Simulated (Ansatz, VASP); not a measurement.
# One calculation of Ta4Ag, two programs

INCAR

```
  PREC = Accurate
  ENCUT = 600
  EDIFF = 1E-6
  ISMEAR = 0
  SIGMA = 0.1
  LREAL = F
  LASPH = T
  NELM = 100
  ALGO = Normal
  ISIF = 3
  LWAVE = F
  LCHARG = F
  GGA = PE
  IBRION = 2
  NSW = 100
  EDIFFG = -0.01
```

KPOINTS

```
Automatic mesh
0
Gamma
  8 8 8
```

File POSCAR:

```
Ta4Ag
1.0
    4.8334061733      0.0000000000      0.0000000000
    0.0000000000      4.8334061733      0.0000000000
    0.0000000000      0.0000000000      4.8334061733
Ta Ag
4 1
Direct
    0.0000000000      0.5000000000      0.5000000000
    0.5000000000      0.0000000000      0.5000000000
    0.5000000000      0.5000000000      0.0000000000
    0.0000000000      0.0000000000      0.0000000000
    0.5000000000      0.5000000000      0.5000000000
```

Input for Ansatz:

```yaml
crystal:
  lattice:
    - [4.8334061733, 0.0, 0.0]
    - [0.0, 4.8334061733, 0.0]
    - [0.0, 0.0, 4.8334061733]
  atoms:
    - { symbol: Ta, position: [0.0, 0.5, 0.5] }
    - { symbol: Ta, position: [0.5, 0.0, 0.5] }
    - { symbol: Ta, position: [0.5, 0.5, 0.0] }
    - { symbol: Ta, position: [0.0, 0.0, 0.0] }
    - { symbol: Ag, position: [0.5, 0.5, 0.5] }
basis:
  ecutwfc: 420
kpoints:
  mp_grid: { grid: [8, 8, 8] }
hamiltonian:
  xc: pbe
scf:
  occupations: { method: gaussian, width: 0.1 }
output:
  forces: true
  stress: true
  eigenvalues: true
relax:
  adjacent_minimum: "off"
  f_tol: 0.01
  max_steps: 80
  cell: { stress_tol: 0.05 }
```

Alike in both runs: task relaxation of cell and atoms; functional PBE; k mesh 8 × 8 × 8; occupations gaussian, width 0.1 eV; no spin polarisation.

|  | VASP | Ansatz |
| --- | --- | --- |
| version | VASP 6.6.1 | Ansatz 0.2.0 |
| potentials or method | VASP PAW PBE potentials, release 64 (Ta_pv, Ag) | scalar-relativistic, plane waves, PAW |
| plane-wave cutoff (eV) | 600 | 420 |
| valence electrons in the cell | 55 | 71 |

```csv
,VASP,Ansatz,Ansatz less VASP
"gap on the k mesh at the Fermi level, each at its own relaxed structure (eV)",none,none,-
relaxed volume (Å³/atom),22.56,22.60,+0.036
relaxed cell length with the largest relative difference (Å),4.832,4.835,+0.0026
```

A gap of «none» marks a metal or a gap that the smearing closes. The two sets of potentials don't hold the same shells in valence.

The runs have no spin-orbit coupling, so splittings on Ta are missing.
